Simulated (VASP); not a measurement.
Al3InSb4:

```
In Al Sb
1.0
     0.00000   -3.14854   -3.14854
     3.14854    6.29709   -3.14854
     6.29709   -3.14854    3.14854
In Al Sb
1 3 4
Cartesian
  3.1485 0.0000 -3.1485
  3.1485 -3.1485 0.0000
  6.2971 0.0000 0.0000
  0.0000 0.0000 0.0000
  7.8714 -1.5743 -1.5743
  1.5743 -1.5743 -1.5743
  4.7228 1.5743 -1.5743
  4.7228 -1.5743 1.5743
```

The cell comes from a database or a generator and needn't be the stable form of this composition.

| Item | Value |
| --- | --- |
| Program | VASP 6.6.1 |
| Task | relaxation of cell and atoms |
| Functional | PBEsol |
| Potentials or basis | VASP PAW PBE potentials, release 64 (In_d, Al, Sb) |
| Cutoff | 600 eV |
| k mesh | 3 × 3 × 2 |
| Occupations | gaussian, width 0.02 eV |
| Spin | no spin polarisation |

At the start: pressure -0.7 GPa; volume 31.21 Å³/atom.

Where does the relaxation end?

Over 16 steps the energy falls by 24.2 meV/atom and the volume is 30.56 Å³/atom (-2.1 %); space group Cm (No. 8, to 0.05 Å).

The path:
```csv
step,energy change (eV),largest force (eV/Å),pressure (GPa),volume (Å³)
1,0.0000,1.0967,-0.71,249.70
2,-0.1258,0.5885,0.13,244.70
3,-0.1522,0.3875,0.89,240.96
4,-0.1855,0.1804,-0.16,245.30
5,-0.1859,0.2006,-0.06,244.85
6,-0.1904,0.1077,-0.05,244.73
7,-0.1921,0.0544,-0.03,244.58
8,-0.1925,0.0304,0.03,244.30
9,-0.1926,0.0320,0.07,244.10
10,-0.1929,0.0211,0.02,244.33
11,-0.1930,0.0324,-0.03,244.60
12,-0.1931,0.0240,-0.02,244.53
13,-0.1933,0.0217,0.01,244.42
14,-0.1933,0.0136,0.00,244.44
15,-0.1933,0.0112,0.00,244.45
16,-0.1934,0.0055,-0.01,244.50
```

Final structure:
```
CELL_PARAMETERS angstrom
0.00000 -3.17789 -3.17789
3.08222 6.27751 -3.09962
6.15261 -3.12179 3.12179
ATOMIC_POSITIONS crystal
In 0.74956 0.49911 0.25039
Al 0.50269 0.00538 0.50508
Al 0.24991 0.49982 0.75142
Al 0.99852 0.99704 0.99658
Sb 0.81315 0.62631 0.92408
Sb 0.55386 0.10771 0.18308
Sb 0.31812 0.63625 0.45180
Sb 0.06419 0.12837 0.68757
```

Caveat: the k mesh is coarse (spacing up to 0.49 Å⁻¹), so the values aren't converged; the PAW data sets were made with another functional, which shifts forces and pressure a little.
